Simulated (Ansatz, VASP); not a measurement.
# Zr (Zirconium): VASP beside Ansatz, part 2 of 2

Wanted: the spread between two codes on one cell, functional and k mesh. Of the first pair: The structure shown is the end of the Ansatz relaxation below.

VASP 6.6.1 and Ansatz 0.2.0.

So far. Step 3 (VASP: single point, PBEsol): The run ends at a pressure of 1.04 GPa.

## Step 6: Ansatz: zone-centre phonons, PBEsol, pair 2

Level of this step: Ansatz beside VASP: Kohn-Sham DFT, plane waves, PBEsol (Ansatz).

The same cell, functional, mesh and smearing now go to Ansatz, which takes its cutoff from its data sets.

The cell is taken from a series of runs on this material, whose earlier steps may have relaxed, scaled, displaced or heated it; both programs get it as it stands.

Input file input.yaml:

```yaml
crystal:
  lattice:
    - [3.051765565, 0.0, 0.0]
    - [-1.5258827825, 2.6429065057, 0.0]
    - [0.0, 0.0, 5.0129533389]
  atoms:
    - { symbol: Zr, position: [0.3333333333, 0.6666666667, 0.25] }
    - { symbol: Zr, position: [0.6666666667, 0.3333333333, 0.75] }
kpoints:
  mp_grid: { grid: [15, 15, 8] }
hamiltonian:
  xc: pbesol
  pseudopotentials: { kind: paw, azcp: { folder: soft_1 }, xc_functional: pbe }
scf:
  occupations: { method: methfessel_paxton, width: 0.2 }
output:
  eigenvalues: true
phonons:
  method: dfpt
```

Launch:

```
ansatz run input.yaml --threads 4 --pin off --max-ram 10240MiB --backend cpu --events-out ev --progress --plain --runs-dir out
```

Numbers of over 12 decimals in the logs are rounded to 6 here.

The program printed:

```text
zone centre: on kpoints.mp_grid the ground state, and the responses unless they are solved on pairs of k-points, stand on 320 of the mesh's 1800 k-points, reduced under 4 symmetry operations, with k and −k counted as one. Each operation leaves every solved displacement unchanged or reverses it
[...]
Crystal: 2 atoms, lattice volume = 40.432 Å³
[...]
k mesh reduced under 4 symmetry operations, with k and −k counted as one. Each operation leaves every solved displacement unchanged or reverses it
  ASR residual: 5.928e-5 → 0.000e0 eV/Å²; symmetrization residual: 4.998e-14 eV/Å²
  ASR residual per site (eV/Å²): 5.93e-5 5.93e-5
  Γ frequencies (cm⁻¹): 0.00 0.00 0.00 43.88 43.88 213.53
  non-analytic LO–TO correction: not included (Born effective charges unavailable; polar crystals: no LO–TO splitting at Γ)
[key lines of the parts left out:]
SCF converged after 8 iterations
Free energy (F): -8257.159064 eV
Fermi energy:    16.276163 eV
```

## Step 7: Side by side

Both answers:

```csv
quantity,Ansatz,VASP,difference
optical mode 1 to 2 (cm⁻¹),43.9,44.7,-0.8
optical mode 3 (cm⁻¹),213.5,216.0,-1.16 %
```

Modes are paired by rising frequency, not by their patterns, so a pair may set unlike modes beside each other; they are those without the splitting of longitudinal modes.

## Step 8: VASP: zone-centre phonons, PBEsol, pair 3

Second derivatives magnify differences that forces hide, and they need a tight electronic threshold. The cell compared in this pair holds 41.33 Å³, against 40.43 Å³ for the pair before.

Input file INCAR:

```
SYSTEM = Zr
PREC = Accurate
ENCUT = 500
EDIFF = 1E-08
NELM = 120
ISMEAR = 1
SIGMA = 0.2
LREAL = .FALSE.
ALGO = Normal
GGA = PS
NBANDS = 18
LASPH = .TRUE.
LORBIT = 11
LWAVE = .FALSE.
LCHARG = .FALSE.
ISIF = 2
IBRION = 8
GGA_COMPAT = .FALSE.
KPAR = 2
```

Input file POSCAR:

```
Zr
1.0
    3.0799514894      0.0000000000      0.0000000000
   -1.5399757447      2.6673162322      0.0000000000
    0.0000000000      0.0000000000      5.0309912761
Zr
2
Direct
    0.3333333334      0.6666666668      0.2500000000
    0.6666666668      0.3333333334      0.7500000000
```

Input file KPOINTS:

```
Automatic mesh
0
Gamma
15 15 8
0 0 0
```

The projector-augmented-wave data sets are Zr_sv (PBE family, release 64).

Launch:

```
mpirun -np 2 vasp_std
```

The program printed:

```text
[... set-up lines as in an earlier step ...]
 entering main loop
       N       E                     dE             d eps       ncg     rms          rms(c)
DAV:   1     0.213627658193E+03    0.21363E+03   -0.13191E+04  4860   0.130E+03
DAV:   2    -0.303914999455E+01   -0.21667E+03   -0.21306E+03  5736   0.382E+02
DAV:   3    -0.183277060573E+02   -0.15289E+02   -0.15117E+02  8726   0.744E+01
DAV:   4    -0.187105004632E+02   -0.38279E+00   -0.38233E+00  5760   0.118E+01
[...]
DAV:  13    -0.180612354855E+02    0.23588E-06   -0.47338E-08  5626   0.199E-03    0.741E-04
DAV:  14    -0.180612354349E+02    0.50508E-07   -0.50101E-09  2874   0.827E-04    0.934E-05
DAV:  15    -0.180612354380E+02   -0.30623E-08   -0.47914E-10  2794   0.170E-04
   1 F= -.18061235E+02 E0= -.18061840E+02  d E =0.181429E-02
 Linear response reoptimize wavefunctions to high precision
DAV:   1    -0.180612354350E+02    0.29795E-08   -0.22695E-10  2870   0.125E-04
DAV:   2    -0.180612354350E+02   -0.17735E-10   -0.94698E-11  2744   0.496E-05
 Linear response DOF=           2
 Linear response progress:
[...]
RMM:  22    -0.614983062114E+00   -0.10437E-07    0.52007E-07 43259   0.318E-04    0.527E-05
RMM:  23    -0.614983058660E+00    0.34545E-08    0.49468E-07 47106   0.291E-04    0.537E-05
RMM:  24    -0.614983054671E+00    0.39888E-08    0.46734E-07 47428   0.267E-04    0.550E-05
 first order change of Fermi-energy   0.15269E-04
 force on displaced ion       1 direction 1 :  -0.395  -0.000   0.000
 Linear response progress:
  Degree of freedom:   2/  2
       N       E                     dE             d eps       ncg     rms          rms(c)
RMM:   1    -0.795697996316E+00   -0.79570E+00    0.29989E+00  7641   0.135E+01
RMM:   2    -0.747177069123E+00    0.48521E-01   -0.27049E-01 11184   0.277E+00    0.269E-01
RMM:   3    -0.750764737522E+00   -0.35877E-02   -0.45763E-02 13574   0.982E-01    0.958E-02
RMM:   4    -0.753366577741E+00   -0.26018E-02   -0.61751E-03 15262   0.367E-01    0.313E-02
[...]
RMM:  17    -0.753380961019E+00   -0.11759E-06   -0.25186E-06 16722   0.613E-04    0.566E-05
RMM:  18    -0.753380881215E+00    0.79803E-07   -0.12644E-06 17407   0.499E-04    0.589E-05
RMM:  19    -0.753380854849E+00    0.26366E-07   -0.91434E-07 17228   0.414E-04    0.639E-05
 first order change of Fermi-energy  -0.10906E-03
 force on displaced ion       1 direction 3 :   0.000   0.000  -6.962
 Linear response finished
```

OUTCAR, selected parts (step 8):

```text
  Total        2.3818073      2.3818073      2.3767186      0.0000000      0.0000000      0.0000000
  in kB       92.3305130     92.3305130     92.1332518      0.0000000      0.0000000      0.0000000
  external PRESSURE =      92.2647592 kB  Pullay stress =       0.0000000 kB

 POSITION                                       TOTAL-FORCE (eV/Angst)
 -----------------------------------------------------------------------------------
      0.00000      1.77821      1.25775        -0.000000     -0.000000      0.000000
      1.53998      0.88911      3.77324         0.000000      0.000000      0.000000
 -----------------------------------------------------------------------------------
    total drift:                               -0.000000     -0.000000      0.000000

[... 1 part as in an earlier step ...]

[... 1 further part left out ...]
```

## Step 9: Ansatz: zone-centre phonons, PBEsol, pair 3

The same cell, functional, mesh and smearing now go to Ansatz, which takes its cutoff from its data sets.

The cell is taken from a series of runs on this material, whose earlier steps may have relaxed, scaled, displaced or heated it; both programs get it as it stands.

Edit input.yaml of step 6 so:

```diff
@@ -2,5 +2,5 @@
   lattice:
-    - [3.051765565, 0.0, 0.0]
-    - [-1.5258827825, 2.6429065057, 0.0]
-    - [0.0, 0.0, 5.0129533389]
+    - [3.0799514894, 0.0, 0.0]
+    - [-1.5399757447, 2.6673162322, 0.0]
+    - [0.0, 0.0, 5.0309912761]
   atoms:
```

Launch:

```
ansatz run input.yaml --threads 4 --pin off --max-ram 10240MiB --backend cpu --events-out ev --progress --plain --runs-dir out
```

The program printed:

```text
[...]
Crystal: 2 atoms, lattice volume = 41.331 Å³
Basis set: ecut = 420 eV, 785 PW (Γ), exchange–correlation on 48×48×72 points (8 copies of the dense FFT grid, shifted against one another)
Bands: 16, of which v1, the nominal top of the filled ones, is band 12 counted from 1 (11 counted from 0)
Symmetry: 24 space group operations
k-points: 320 of 1800 (irreducible under 4 space group operations, time reversal used)
[...]
k-point 2: bands = [... 8 lower, 10.5911, 12.4933, 16.2985, 16.4767, 16.6312, 16.6312, 17.1936, 17.1936, ... 4 higher]
  k-point 319: bands = [... 8 lower, 13.3653, 13.3653, 15.1315, 15.1315, 15.9866, 15.9866, 17.8685, 17.8685, ... 4 higher]
[...]
ASR residual: 5.371e-5 → 0.000e0 eV/Å²; symmetrization residual: 1.137e-13 eV/Å²
  ASR residual per site (eV/Å²): 5.37e-5 5.37e-5
  Γ frequencies (cm⁻¹): 0.00 0.00 0.00 47.78 47.78 202.65
[...]
[key lines of the parts left out:]
SCF converged after 8 iterations
Free energy (F): -8257.218162 eV
Fermi energy:    15.883822 eV
```

## Step 10: Side by side

Both answers:

```csv
quantity,Ansatz,VASP,difference
optical mode 1 to 2 (cm⁻¹),47.8,48.5,-0.7
optical mode 3 (cm⁻¹),202.7,203.7,-0.53 %
```

Modes are paired by rising frequency, not by their patterns, so a pair may set unlike modes beside each other; they are those without the splitting of longitudinal modes.

## Step 11: Summary of results

```
difference in pressure (single point, PBEsol)                                                                                : -0.041 GPa
r.m.s. difference of the optical zone-centre modes, each program's sorted by frequency (zone-centre phonons, PBEsol, pair 2) : 1.6 cm⁻¹
difference in optical mode 3 (zone-centre phonons, PBEsol, pair 2)                                                           : -1.2 %
r.m.s. difference of the optical zone-centre modes, each program's sorted by frequency (zone-centre phonons, PBEsol, pair 3) : 0.86 cm⁻¹
difference in optical mode 3 (zone-centre phonons, PBEsol, pair 3)                                                           : -0.5 %
```

What this shows: The difference in pressure is -0.041 GPa (single point, PBEsol), within the 1 GPa picked in this series as the mark of a large difference. Among the rows given in per cent, the largest difference of the zone-centre phonons, PBEsol, pair 2 pair is in optical mode 3, -1.2 %. Among the rows given in per cent, the largest difference of the zone-centre phonons, PBEsol, pair 3 pair is in optical mode 3, -0.5 %. Such differences can come from data sets, numerical settings and the points named under the comparisons, not from the functional's error against experiment.

[Lines on the potential files, build, host, timing and source positions are cut from VASP's logs without a mark.]

[Logs are printed without paths, hosts, clocks, repeated set-up lines and the standing remarks that a program may print on its own settings, such as how far it seeks lower states.]

[Hosts, paths, dates, database ids (printed as entryN), source tags and the programs' standing remarks are cut or masked in the printed files.]
